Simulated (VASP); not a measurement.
VASP input:

File KPOINTS:
```
Automatic
0
G
 12 12 12
```

File POSCAR:
```
CdO
1.0
  0.0000000000   2.4395102586   2.4395102586
  2.4395102586   0.0000000000   2.4395102586
  2.4395102586   2.4395102586   0.0000000000
Cd O
1 1
Cart
  0.0000000000   0.0000000000   0.0000000000
  2.4395102586   2.4395102586   2.4395102586
```

### INCAR
```
EDIFFG=-0.01
NSW=60
ZAB_VDW=-1.8867
LMAXMIX=4
LREAL=F
IBRION=2   # conjugate gradients
ALGO=Normal   # blocked Davidson
ISMEAR=1   # Methfessel-Paxton
NELM=100
ENCUT=520
LASPH=T   # aspherical one-centre terms
EDIFF=1E-6   # SCF stop (eV)
PREC=Accurate
SIGMA=0.1   # width (eV)
ISIF=3   # ions, shape and volume
GGA=ML
LUSE_VDW=T
LCHARG=F
SYSTEM=CdO
LWAVE=F
AGGAC=0.0
```

POTCAR, in this order: Cd O (PBE.64 set). Program: vasp_std.

Problem. Translate this vdW-DF2 calculation to Quantum ESPRESSO's pw.x.

Solution. One equivalent input (not run):
```
&CONTROL
  calculation = 'vc-relax'
  pseudo_dir = './pseudo'
  outdir = './out'
  tprnfor = .true.
  tstress = .true.
  nstep = 60
  forc_conv_thr = 0.00039
/
&SYSTEM
  ibrav = 0
  nat = 2
  ntyp = 2
  ecutwfc = 102
  occupations = 'smearing'
  smearing = 'methfessel-paxton'
  degauss = 0.00735
  input_dft = 'vdw-df2'
/
&ELECTRONS
  conv_thr = 7.3e-08
  electron_maxstep = 100
/
&IONS
/
&CELL
/
ATOMIC_SPECIES
  Cd 112.414 Cd.upf
  O 15.999 O.upf
CELL_PARAMETERS angstrom
    -0.0000000    2.4395103    2.4395103
     2.4395103    0.0000000    2.4395103
     2.4395103    2.4395103   -0.0000000
ATOMIC_POSITIONS crystal
  Cd   0.0000000  0.0000000  0.0000000
  O    0.5000000  0.5000000  0.5000000
K_POINTS automatic
  12 12 12 0 0 0
```
Limits of the translation: the potentials are each code's own (VASP's PAW set, PseudoDojo norm-conserving files in pw.x), so ENCUT and ecutwfc are chosen apart and not converted; conv_thr bounds pw.x's estimated SCF error, while EDIFF bounds the energy change between steps; forc_conv_thr acts on force components and is met together with etot_conv_thr.

The compound is CdO in the rock salt structure. This run relaxes it. Symmetry was kept, so distortions that lower it aren't found. The start is the result of an earlier pass.
